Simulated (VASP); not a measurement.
A convergence study with VASP on AlN (wurtzite): one setting is varied, all else stays as given below, so the limit is that of these other settings. Each run relaxes cell and ions from the cell shown. The basis is that of the starting cell, so low cut-offs carry a Pulay error.

```
CELL_PARAMETERS angstrom
      1.55500    -2.69334     0.00000
      1.55500     2.69334     0.00000
      0.00000     0.00000     4.98000
ATOMIC_POSITIONS crystal
  Al 0.66667 0.33333 0.50000
  Al 0.33333 0.66667 0.00000
  N  0.66667 0.33333 0.88200
  N  0.33333 0.66667 0.38200
```

Method: LDA (Ceperley-Alder, Perdew-Zunger), VASP's LDA PAW potentials (set 64) (plane waves; VASP). The tightest run used: 800 eV cut-off, 7×7×4 Γ-centred mesh, Gaussian smearing of 0.050 eV, potentials Al N.

The settings run are ENCUT = 250; ENCUT = 300; ENCUT = 350; ENCUT = 400; ENCUT = 450; ENCUT = 500; ENCUT = 550; ENCUT = 600; ENCUT = 650; ENCUT = 700; ENCUT = 750; ENCUT = 800. From which on does the relaxed volume stay within 0.1 Å³/atom of the tightest run?

From ENCUT = 450 on: it is off by 0.035 there and by no more than 0.1 in any finer run, while ENCUT = 400 is off by 0.140.
| setting | relaxed volume (Å³/atom) | E (eV/atom) | plane waves | difference judged (Å³/atom) |
|---|---|---|---|---|
| ENCUT = 250 | 8.939 | -8.4106 | 380 | 1.303 |
| ENCUT = 300 | 9.512 | -8.2767 | 513 | 0.730 |
| ENCUT = 350 | 9.886 | -8.2263 | 640 | 0.356 |
| ENCUT = 400 | 10.102 | -8.2154 | 774 | 0.140 |
| ENCUT = 450 | 10.207 | -8.2122 | 929 | 0.035 |
| ENCUT = 500 | 10.242 | -8.2106 | 1087 | 0.000 |
| ENCUT = 550 | 10.244 | -8.2103 | 1236 | 0.002 |
| ENCUT = 600 | 10.237 | -8.2108 | 1412 | 0.005 |
| ENCUT = 650 | 10.234 | -8.2115 | 1588 | 0.008 |
| ENCUT = 700 | 10.235 | -8.2121 | 1785 | 0.007 |
| ENCUT = 750 | 10.237 | -8.2124 | 1961 | 0.005 |
| ENCUT = 800 | 10.242 | -8.2126 | 2165 | 0.000 |

Left out are rungs that failed or repeat a setting and relaxations that didn't move; long series are thinned to 24 rows.

The compound is AlN in the wurtzite structure.
